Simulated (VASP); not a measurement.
VASP, PAW. Band gap of BeTe (zinc blende) (no spin-orbit coupling). The errors mix the missing spin-orbit coupling with the functional's own.

```tsv
level	band gap (eV)
LDA (own cell)	1.78
HSEsol (PBE cell)	2.61
```

**Question.** Estimate the band gap from PBE (own cell), Hartree-Fock (PBE cell), AM05 (own cell) and from experiment.

**Answer.** 
```
Property                                                                     Result
-----------------------  ----------------------------------------------------------
PBE (own cell)                                                              2.02 eV
Hartree-Fock (PBE cell)                                                     8.04 eV
AM05 (own cell)                                                             1.92 eV
measured                 2.80 eV (as given by Das et al., (2018), arXiv:1807.05623)
```

Only levels that ran to the end are used. Left out are those held back, those with too coarse a band path, GW runs whose mesh misses a band edge, hybrids' fits of cells that aren't cubic and levels without matching references; a question may draw on a part of the rest.

The compound is BeTe in the zinc blende structure.
